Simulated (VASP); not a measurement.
Input of a VASP 6.6.1 run:

Contents of INCAR:

```
SYSTEM = CaH3Pd
PREC = Accurate
ENCUT = 520
EDIFF = 1E-6
ISMEAR = 1
SIGMA = 0.05
LREAL = .FALSE.
LASPH = .TRUE.
NELM = 100
ALGO = Fast
ISIF = 2
LWAVE = .FALSE.
LCHARG = .FALSE.
NBANDS = 20
```

The input KPOINTS:

```
Automatic mesh
0
G
  5 5 5
  0 0 0
```

The input POSCAR:

```
CaH3Pd
1.0
    3.7067161900      0.0000000000      0.0000000000
    0.0000000000      3.7067161900      0.0000000000
    0.0000000000      0.0000000000      3.7067161900
Ca H Pd
1 3 1
Direct
    0.5000000000      0.5000000000      0.5000000000
    0.5000000000      0.0000000000      0.0000000000
    0.0000000000      0.5000000000      0.0000000000
    0.0000000000      0.0000000000      0.5000000000
    0.0000000000      0.0000000000      0.0000000000
```

Potentials or basis: VASP PAW LDA potentials, release 64 (Ca_sv, H, Pd).

Command:

```console
$ cat potpaw_LDA.64/Ca_sv/POTCAR potpaw_LDA.64/H/POTCAR potpaw_LDA.64/Pd/POTCAR > POTCAR
$ mpirun -np 1 vasp_std > vasp.out
```

(1) Estimate the band gap on the k mesh.

(2) Predict the pressure.

## Answers

(1) none (metal or under the smearing width).

(2) -4.6 GPa.
